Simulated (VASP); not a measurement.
# Vibrations of MnBi2Te4 at several levels of theory

How much do the zone-centre frequencies of MnBi2Te4 depend on the functional? The starting structure is a measured crystal structure from the Crystallography Open Database. These runs hold a net moment, 5.0 μB a cell; experiment finds antiferromagnetic order in this phase at low temperature (arxiv:2002.07390), so these aren't the modes of its ground state.

Main program and level: VASP 6.6.1; Kohn-Sham DFT with plane waves and PAW; LDA+U (Mn d 3.9 eV), PBEsol+U (Mn d 3.9 eV) and PBE+U (Mn d 3.9 eV).

### 1. Starting point

Symmetry: R-3m, No. 166, trigonal system. The conventional cell has a = 4.334 Å, b = 4.334 Å, c = 40.910 Å, α = 90.00°, β = 90.00°, γ = 120.00°. Nearest to Bi lie 6 Te at 3.03 to 3.30 Å. Nearest to Te lie 3 Mn at 2.97 Å and 3 Bi at 3.30 Å. Nearest to Te lie 3 Bi at 3.03 Å. Nearest to Mn lie 6 Te at 2.97 Å. Farther neighbours and most contacts between anions are not listed.

Coordinates:

```cif
data_structure
_symmetry_space_group_name_H-M 'P 1'
_symmetry_Int_Tables_number 1
_cell_length_a 4.3337
_cell_length_b 4.3337
_cell_length_c 13.8644
_cell_angle_alpha 90.000
_cell_angle_beta 98.992
_cell_angle_gamma 120.000
_cell_volume 221.80
loop_
_atom_site_label
_atom_site_type_symbol
_atom_site_fract_x
_atom_site_fract_y
_atom_site_fract_z
_atom_site_occupancy
Bi1 Bi 0.15020 0.57510 0.72530 1
Bi2 Bi 0.84980 0.42490 0.27470 1
Te3 Te 0.41120 0.70560 0.11680 1
Te4 Te 0.58880 0.29440 0.88320 1
Te5 Te 0.73340 0.86670 0.60010 1
Te6 Te 0.26660 0.13330 0.39990 1
Mn7 Mn 0.00000 0.00000 0.00000 1
```

### 2. Modes with LDA+U (Mn d 3.9 eV)

LDA, the lowest rung, knows the local density alone. The U is chosen by hand, not computed for this crystal, and pushes the named shell towards whole occupations. The cell comes from a relaxation at this level, not shown (210.75 Å³).

INCAR reads:

```
SYSTEM = MnBi2Te4
PREC = Accurate
ENCUT = 450
EDIFF = 1E-08
NELM = 100
ISMEAR = 0
SIGMA = 0.03
LREAL = .FALSE.
ALGO = Normal
GGA = CA
NBANDS = 48
ISPIN = 2
MAGMOM = 0 0 0 0 0 0 4
LDAU = .TRUE.
LDAUTYPE = 2
LDAUL = -1 -1 2
LDAUU = 0 0 3.9
LDAUJ = 0 0 0
LDAUPRINT = 1
LASPH = .TRUE.
LMAXMIX = 4
LORBIT = 11
LWAVE = .FALSE.
LCHARG = .FALSE.
KPAR = 8
IBRION = 6
NFREE = 2
POTIM = 0.015
NSW = 1
ISIF = 2
```

POSCAR reads:

```
MnBi2Te4
1.0
   -4.2789788604      0.0000000000      0.0000000000
    2.1394894302     -3.7057043954      0.0000000000
    2.1394894302      1.2352347985     13.2911225978
Bi Te Mn
2 4 1
Direct
    0.1521012028      0.5760506014      0.7281518044
    0.8478987972      0.4239493986      0.2718481956
    0.4096909955      0.7048454977      0.1145364933
    0.5903090045      0.2951545023      0.8854635067
    0.7314975586      0.8657487793      0.5972463379
    0.2685024414      0.1342512207      0.4027536621
    0.0000000000      0.0000000000      0.0000000000
```

KPOINTS reads:

```
Automatic mesh
0
Gamma
6 6 6
0 0 0
```

PAW data sets: Bi_d, Te and Mn_pv (LDA family, release 64).

Started as:

```bash
$ mpirun -np 8 vasp_std
```

What it wrote:

```text
[banner, memory and clock lines left out]
running    8 mpi-ranks, on    1 nodes
 distrk:  each k-point on    1 cores,    8 groups
 distr:  one band on    1 cores,    1 groups

 POSCAR found type information on POSCAR BiTeMn
 POSCAR found :  3 types and       7 ions
|                                                                             |
|           W    W    AA    RRRRR   N    N  II  N    N   GGGG   !!!           |
|           W    W   A  A   R    R  NN   N  II  NN   N  G    G  !!!           |
|           W    W  A    A  R    R  N N  N  II  N N  N  G       !!!           |
|           W WW W  AAAAAA  RRRRR   N  N N  II  N  N N  G  GGG   !            |
|           WW  WW  A    A  R   R   N   NN  II  N   NN  G    G                |
|           W    W  A    A  R    R  N    N  II  N    N   GGGG   !!!           |
|                                                                             |
|     For optimal performance we recommend to set                             |
|       NCORE = 2 up to number-of-cores-per-socket                            |
|     NCORE specifies how many cores store one orbital (NPAR=cpu/NCORE).      |
|     This setting can greatly improve the performance of VASP for DFT.       |
|     The default, NCORE=1 might be grossly inefficient on modern             |
|     multi-core architectures or massively parallel machines. Do your        |
|     Unfortunately you need to use the default for GW and RPA                |
|     calculations (for HF NCORE is supported but not extensively tested      |
|     yet).                                                                   |
|                                                                             |

 LDA part: xc-table for (Slater(with rela. corr.)+CA(PZ))
 , standard interpolation
 POSCAR, INCAR and KPOINTS ok, starting setup
 FFT: planning ... GRIDC
 FFT: planning ... GRID_SOFT
 FFT: planning ... GRID
 WAVECAR not read
 entering main loop
       N       E                     dE             d eps       ncg     rms          rms(c)
DAV:   1     0.622791293161E+03    0.62279E+03   -0.28501E+04  6656   0.123E+03
DAV:   2     0.370188750346E+02   -0.58577E+03   -0.56132E+03  6224   0.352E+02
DAV:   3    -0.296664562836E+02   -0.66685E+02   -0.64026E+02  7512   0.132E+02
DAV:   4    -0.328978360930E+02   -0.32314E+01   -0.32100E+01  7296   0.303E+01
DAV:   5    -0.330429291245E+02   -0.14509E+00   -0.14507E+00  8432   0.662E+00    0.129E+01
DAV:   6    -0.331518142286E+02   -0.10889E+00   -0.10660E+01  6680   0.237E+01    0.138E+01
DAV:   7    -0.334325636748E+02   -0.28075E+00   -0.15531E+00  6952   0.653E+00    0.699E+00
DAV:   8    -0.334065887361E+02    0.25975E-01   -0.24937E-01  7664   0.354E+00    0.361E+00
DAV:   9    -0.334080911181E+02   -0.15024E-02   -0.57829E-02  6752   0.120E+00    0.995E-01
DAV:  10    -0.334090412129E+02   -0.95009E-03   -0.57482E-03  7472   0.559E-01    0.358E-01
DAV:  11    -0.334094680233E+02   -0.42681E-03   -0.13103E-03  7856   0.183E-01    0.191E-01
DAV:  12    -0.334096640103E+02   -0.19599E-03   -0.29201E-04  6936   0.798E-02    0.897E-02
DAV:  13    -0.334097801254E+02   -0.11612E-03   -0.11978E-04  6984   0.464E-02    0.343E-02
DAV:  14    -0.334097876269E+02   -0.75015E-05   -0.13222E-05  7720   0.173E-02    0.233E-02
DAV:  15    -0.334097967457E+02   -0.91188E-05   -0.49565E-06  7232   0.959E-03    0.127E-02
DAV:  16    -0.334098015805E+02   -0.48348E-05   -0.14116E-06  7384   0.603E-03    0.664E-03
DAV:  17    -0.334098022942E+02   -0.71368E-06   -0.32387E-07  7088   0.316E-03    0.401E-03
DAV:  18    -0.334098025964E+02   -0.30224E-06   -0.13069E-07  6672   0.159E-03    0.205E-03
DAV:  19    -0.334098026556E+02   -0.59165E-07   -0.40625E-08  6424   0.949E-04    0.707E-04
DAV:  20    -0.334098026633E+02   -0.77143E-08   -0.67979E-09  4656   0.402E-04
   1 F= -.33409803E+02 E0= -.33409803E+02  d E =-.172509E-12  mag=     5.0001
[... from here on, the cycles between the ionic steps are left out ...]
   2 F= -.33409465E+02 E0= -.33409465E+02  d E =-.543998E-13  mag=     5.0000
   3 F= -.33409468E+02 E0= -.33409468E+02  d E =-.540919E-13  mag=     5.0000
   4 F= -.33408869E+02 E0= -.33408869E+02  d E =-.247898E-12  mag=     5.0000
   5 F= -.33408853E+02 E0= -.33408853E+02  d E =-.952300E-13  mag=     5.0000
   6 F= -.33409482E+02 E0= -.33409482E+02  d E =-.825921E-13  mag=     5.0000
   7 F= -.33409483E+02 E0= -.33409483E+02  d E =-.824215E-13  mag=     5.0000
   8 F= -.33409271E+02 E0= -.33409271E+02  d E =-.418057E-11  mag=     5.0000
   9 F= -.33409262E+02 E0= -.33409262E+02  d E =-.741096E-14  mag=     5.0000
  10 F= -.33409345E+02 E0= -.33409345E+02  d E =-.122146E-12  mag=     5.0000
  11 F= -.33409345E+02 E0= -.33409345E+02  d E =-.121601E-12  mag=     5.0000
  12 F= -.33409099E+02 E0= -.33409099E+02  d E =-.114241E-13  mag=     5.0000
  13 F= -.33409136E+02 E0= -.33409136E+02  d E =-.207110E-11  mag=     5.0000
  14 F= -.33409479E+02 E0= -.33409479E+02  d E =-.164118E-12  mag=     5.0000
  15 F= -.33409479E+02 E0= -.33409479E+02  d E =-.163784E-12  mag=     5.0000
  16 F= -.33409385E+02 E0= -.33409385E+02  d E =-.240273E-12  mag=     5.0000
 Finite differences progress:
  Degree of freedom:   8/  8
  Displacement:        1/  2
  Total:              15/ 16
 bond charge predicted
       N       E                     dE             d eps       ncg     rms          rms(c)
DAV:   1    -0.333026271209E+02    0.10676E+00   -0.52592E+00  8648   0.270E+01    0.199E+00
DAV:   2    -0.334032317187E+02   -0.10060E+00   -0.80712E-01  6576   0.326E+00    0.931E-01
DAV:   3    -0.334091679675E+02   -0.59362E-02   -0.31404E-02  6696   0.796E-01    0.248E-01
DAV:   4    -0.334094016201E+02   -0.23365E-03   -0.24806E-03  8376   0.164E-01    0.162E-01
DAV:   5    -0.334093783549E+02    0.23265E-04   -0.37807E-05  7784   0.556E-02    0.113E-01
DAV:   6    -0.334093736149E+02    0.47400E-05   -0.68189E-05  8832   0.953E-02    0.265E-02
DAV:   7    -0.334093818429E+02   -0.82280E-05   -0.22955E-05  7512   0.203E-02    0.116E-02
DAV:   8    -0.334093829108E+02   -0.10679E-05   -0.12977E-06  7840   0.108E-02    0.714E-03
DAV:   9    -0.334093841947E+02   -0.12840E-05   -0.55396E-07  8680   0.660E-03    0.320E-03
DAV:  10    -0.334093845352E+02   -0.34041E-06   -0.19197E-07  7840   0.243E-03    0.154E-03
DAV:  11    -0.334093845807E+02   -0.45547E-07   -0.31656E-08  6936   0.105E-03    0.100E-03
DAV:  12    -0.334093846024E+02   -0.21661E-07   -0.96049E-09  4640   0.697E-04    0.425E-04
DAV:  13    -0.334093846054E+02   -0.30777E-08   -0.45773E-09  4024   0.342E-04
  17 F= -.33409385E+02 E0= -.33409385E+02  d E =-.234684E-12  mag=     5.0000
 Finite differences progress:
  Degree of freedom:   8/  8
  Displacement:        2/  2
  Total:              16/ 16
```

Run time: 19 min. Hardware: 8 MPI ranks of Intel Xeon 6975P-C (Granite Rapids), shared host; peak memory 16 GiB; 2 h of CPU time.

The logs omit lines about the potential files and the build; timing stands in the text.

[end of part 1 of 3]

[Lines on the potential files, build, host, timing and source positions are cut from VASP's logs without a mark.]

[Logs are printed without paths, hosts, clocks, repeated set-up lines and the standing remarks that a program may print on its own settings, such as how far it seeks lower states.]

[Hosts, paths, dates, database ids (printed as entryN), source tags and the programs' standing remarks are cut or masked in the printed files.]
